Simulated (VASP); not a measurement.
# InGaO (P-3m1) in VASP: phonons with PBE

Aim: the phonons of InGaO with PBE.

Program: VASP 6.6.1. These are calculated values, not measurements. Logs are shortened: lines on timing, memory, paths and dates and some standing lists are left out, and cuts for length are marked.

### 1 The structure

Symmetry: P-3m1, No. 164, trigonal system. The conventional cell has a = 3.158 Å, b = 3.158 Å, c = 14.116 Å, α = 90.00°, β = 90.00°, γ = 120.00°. In (site symmetry 3m) is surrounded by 9 In at 3.16 to 3.40 Å. Around Ga (site symmetry 3m) lie 3 O at 1.96 Å. O (site symmetry 3m) has 3 Ga at 1.96 Å as nearest neighbours.

The cell was built by a generator and needn't be a form met in nature.

### 2 Phonons, PBE

File POSCAR:

```
InGaO
1.0
    3.1583980000      0.0000000000      0.0000000000
   -1.5791990000      2.7352530000      0.0000000000
    0.0000000000      0.0000000000     14.1159400000
In Ga O
2 2 2
Direct
    0.3333330000      0.6666670000      0.6017850000
    0.6666670000      0.3333330000      0.3982150000
    0.0000000000      0.0000000000      0.0892050000
    0.0000000000      0.0000000000      0.9107950000
    0.3333330000      0.6666670000      0.1405300000
    0.6666670000      0.3333330000      0.8594700000
```

File INCAR.step1:

```
SYSTEM = InGaO
ALGO     = Fast           ! electronic algorithm
EDIFF    = 1E-8           ! SCF threshold, eV
EDIFFG   = -0.002         ! ionic threshold
ENCUT    = 520            ! plane-wave cutoff, eV
GGA      = PE             ! functional
IBRION   = 2              ! ionic algorithm
ISIF     = 3              ! what is computed and relaxed
ISMEAR   = 0              ! smearing method
KPAR     = 4            
LASPH    = .True.         ! aspherical terms in the spheres
LCHARG   = .False.        ! write CHGCAR
LREAL    = .False.        ! projectors in reciprocal space
LWAVE    = .False.        ! write WAVECAR
NELM     = 80             ! most SCF steps
NSW      = 40             ! ionic steps
PREC     = Accurate       ! precision mode
SIGMA    = 0.1            ! smearing width, eV
```

File INCAR.step2:

```
SYSTEM = InGaO
ALGO     = Fast           ! electronic algorithm
EDIFF    = 1E-8           ! SCF threshold, eV
ENCUT    = 520            ! plane-wave cutoff, eV
GGA      = PE             ! functional
IBRION   = 6              ! ionic algorithm
ISIF     = 2              ! what is computed and relaxed
ISMEAR   = 0              ! smearing method
KPAR     = 4            
LASPH    = .True.         ! aspherical terms in the spheres
LCHARG   = .False.        ! write CHGCAR
LREAL    = .False.        ! projectors in reciprocal space
LWAVE    = .False.        ! write WAVECAR
NELM     = 80             ! most SCF steps
NFREE    = 2            
NSW      = 1              ! ionic steps
POTIM    = 0.015          ! step
PREC     = Accurate       ! precision mode
SIGMA    = 0.1            ! smearing width, eV
```

File KPOINTS:

```
k-points
0
Gamma
  10 10 2
  0 0 0
```

Potentials or basis: VASP PAW PBE potentials, release 64 (In_d, Ga_d, O).

Command:

```console
> cat potpaw_PBE.64/In_d/POTCAR potpaw_PBE.64/Ga_d/POTCAR potpaw_PBE.64/O/POTCAR > POTCAR
> cp INCAR.step1 INCAR
> mpirun -np 4 vasp_std > vasp.out
> cp CONTCAR POSCAR
> cp INCAR.step2 INCAR
> mpirun -np 4 vasp_std > vasp.out
```

OUTCAR:

```text
SYSTEM = InGaO
   EDIFF = 1E-8
   ENCUT = 520
   GGA = PE
   IBRION = 6
   ISIF = 2
   ISMEAR = 0
   LASPH = .True.
   LREAL = .False.
   NELM = 80
   NFREE = 2
   NSW = 1
   POTIM = 0.015
   PREC = Accurate

 ion  position               nearest neighbor table
   1  0.333  0.667  0.602-   2 3.41   2 3.41   2 3.41
   2  0.667  0.333  0.398-   1 3.41   1 3.41   1 3.41
   3  0.000  0.000  0.089-   5 1.96   5 1.96   5 1.96   4 2.52
   4  0.000  0.000  0.911-   6 1.96   6 1.96   6 1.96   3 2.52
   5  0.333  0.667  0.141-   3 1.96   3 1.96   3 1.96
   6  0.667  0.333  0.859-   4 1.96   4 1.96   4 1.96

  LATTYP: Found a hexagonal cell.
 ALAT       =     3.1589097271
 C/A-ratio  =     4.4684073175

  Lattice vectors:

 A1 = (   3.1589097271,   0.0000000000,   0.0000000000)
 A2 = (  -1.5794548636,   2.7356961687,   0.0000000000)
 A3 = (   0.0000000000,   0.0000000000,  14.1152953401)

Analysis of symmetry for initial positions (statically):
=====================================================================
 Subroutine PRICEL returns:
 Original cell was already a primitive cell.

 Routine SETGRP: Setting up the symmetry group for a
 hexagonal supercell.

 Subroutine GETGRP returns: Found 12 space group operations
 (whereof 12 operations were pure point group operations)
 out of a pool of 24 trial point group operations.

The static configuration has the point symmetry D_3d.

Analysis of symmetry for dynamics (positions and initial velocities):
=====================================================================
 Subroutine PRICEL returns:
 Original cell was already a primitive cell.

 Routine SETGRP: Setting up the symmetry group for a
 hexagonal supercell.

 Subroutine GETGRP returns: Found 12 space group operations
 (whereof 12 operations were pure point group operations)
 out of a pool of 24 trial point group operations.

The dynamic configuration has the point symmetry D_3d.

 Subroutine INISYM returns: Found 12 space group operations
 (whereof 12 operations are pure point group operations),
 and found     1 'primitive' translations

[... 355 lines left out ...]

 number of electron      64.0000004 magnetization

 Free energy of the ion-electron system (eV)
  ---------------------------------------------------
  ext. energy  EPLUGINS =         0.00000000
  ---------------------------------------------------
  free energy    TOTEN  =       -26.22995802 eV

  energy without entropy =      -26.22055079  energy(sigma->0) =      -26.22525441

 E-fermi :   4.8770     XC(G=0):  -9.5870

 val. band max:        4.7546854881   @ k =   0.1000  -0.0000   0.0000
 cond. band min:       4.8929600889   @ k =   0.4000   0.1000   0.5000
 fundamental gap:      0.1382746008
 Fermi energy:         4.8770472162

 k-point     1 :       0.0000    0.0000    0.0000
  band No.  band energies     occupation
      1     -15.3834      2.00000
      2     -15.2815      2.00000
      3     -10.5683      2.00000
      4     -10.5683      2.00000
      5     -10.5306      2.00000
      6     -10.5306      2.00000
[... 973 lines left out ...]
     37       8.9950      0.00000
     38       9.2742      0.00000

 [... further k-points ...]

------------------------ aborting loop because EDIFF is reached ----------------------------------------

  FORCE on cell =-STRESS in cart. coord.  units (eV):
  Direction    XX          YY          ZZ          XY          YZ          ZX
  --------------------------------------------------------------------------------------
  -------------------------------------------------------------------------------------
  Total        0.1119478      0.1119478      0.0921053      0.0000000     -0.0000000      0.0000000
  in kB        1.4703850      1.4703851      1.2097628      0.0000000     -0.0000000      0.0000000
  external PRESSURE =       1.3835110 kB  Pullay stress =       0.0000000 kB
[... 21 lines left out ...]
  FREE ENERGIE OF THE ION-ELECTRON SYSTEM (eV)
  ---------------------------------------------------
  free  energy   TOTEN  =       -26.2299580241 eV

  energy  without entropy=      -26.2205507926  energy(sigma->0) =      -26.22525441

 INTERNAL STRAIN TENSORS FROM DISPLACED ATOMS
 ============================================

 INTERNAL STRAIN TENSOR FOR ION    1 for displacements in x,y,z  (eV/Angst):
          X           Y           Z          XY          YZ          ZX
  --------------------------------------------------------------------------------
  x     0.00000     0.00000     0.00000    -0.23022     0.00000    -0.26168
  y    -0.23022     0.23022     0.00000     0.00000    -0.26168     0.00000
  z     0.03161     0.03161    -3.41179     0.00000     0.00000     0.00000

 INTERNAL STRAIN TENSOR FOR ION    6 for displacements in x,y,z  (eV/Angst):
          X           Y           Z          XY          YZ          ZX
  --------------------------------------------------------------------------------
  x     0.00000     0.00000     0.00000    -4.93507     0.00000     7.16599
  y    -4.93507     4.93507     0.00000     0.00000     7.16602     0.00000
  z     7.92803     7.92803     7.38495     0.00000     0.00000     0.00000

 Eigenvectors and eigenvalues of the dynamical matrix
 ----------------------------------------------------

   1 f  =   13.850645 THz    87.026171 2PiTHz  462.007795 cm-1    57.281640 meV
             X         Y         Z           dx          dy          dz
     -0.000002  1.823798  8.497022     0.000000   -0.000000    0.001464
      1.579456  0.911898  5.618273     0.000000   -0.000000   -0.001464
      0.000000  0.000000  1.259225    -0.000000    0.000000    0.361446
      0.000000  0.000000 12.856071    -0.000000    0.000000   -0.361446
     -0.000002  1.823798  1.983643     0.000000   -0.000000   -0.607746
      1.579456  0.911898 12.131652     0.000000   -0.000000    0.607746
[... 145 lines left out ...]
  18 f/i=    0.206702 THz     1.298748 2PiTHz    6.894841 cm-1     0.854851 meV
             X         Y         Z           dx          dy          dz
     -0.000002  1.823798  8.497022     0.000004   -0.656364    0.000000
      1.579456  0.911898  5.618273     0.000004   -0.656364    0.000000
      0.000000  0.000000  1.259225    -0.000001    0.236979    0.000000
      0.000000  0.000000 12.856071    -0.000001    0.236979    0.000000
     -0.000002  1.823798  1.983643    -0.000001    0.114136    0.000000
      1.579456  0.911898 12.131652    -0.000001    0.114136    0.000000

 ELASTIC MODULI CONTR FROM IONIC RELAXATION (kBar)
 Direction    XX          YY          ZZ          XY          YZ          ZX
 --------------------------------------------------------------------------------
 XX        -283.9909    -52.2782   -158.0093      0.0000    144.2540     -0.0000
 YY         -52.2782   -283.9910   -158.0093     -0.0000   -144.2540      0.0000
 ZZ        -158.0093   -158.0093   -730.0981     -0.0000     -0.0000      0.0000
 XY           0.0000     -0.0000     -0.0000   -115.8564      0.0000    144.2535
 YZ         144.2540   -144.2540     -0.0000      0.0000   -244.1371      0.0000
 ZX          -0.0000      0.0000      0.0000    144.2535      0.0000   -244.1350
 --------------------------------------------------------------------------------
```

OUTCAR.step1:

```text
SYSTEM = InGaO
   EDIFF = 1E-8
   EDIFFG = -0.002
   ENCUT = 520
   GGA = PE
   IBRION = 2
   ISIF = 3
   ISMEAR = 0
   LASPH = .True.
[... 1420 lines left out ...]
  -------------------------------------------------------------------------------------
  Total       -0.0038442     -0.0038442     -0.0108452      0.0000000      0.0000000      0.0000000
  in kB       -0.0504919     -0.0504919     -0.1424473      0.0000000      0.0000000      0.0000000
  external PRESSURE =      -0.0811437 kB  Pullay stress =       0.0000000 kB
[... 21 lines left out ...]
  FREE ENERGIE OF THE ION-ELECTRON SYSTEM (eV)
  ---------------------------------------------------
  free  energy   TOTEN  =       -26.2309169069 eV

  energy  without entropy=      -26.2216425843  energy(sigma->0) =      -26.22627975

 reached required accuracy - stopping structural energy minimisation
```

Wall time 36 min (4 MPI ranks of AMD EPYC 7R13 (Zen 3), shared host); peak memory 0.76 GiB.

Results:

| Property | Result |
| --- | --- |
| Highest phonon frequency at Γ, LO-TO splitting left out | 462 cm⁻¹ |

Phonon frequencies in cm⁻¹ (negative: imaginary):
| q point | frequencies |
| --- | --- |
| (0.000, 0.000, 0.000) | -7 -7 0 4 4 18 18 22 74 74 79 188 404 412 412 415 415 462 |
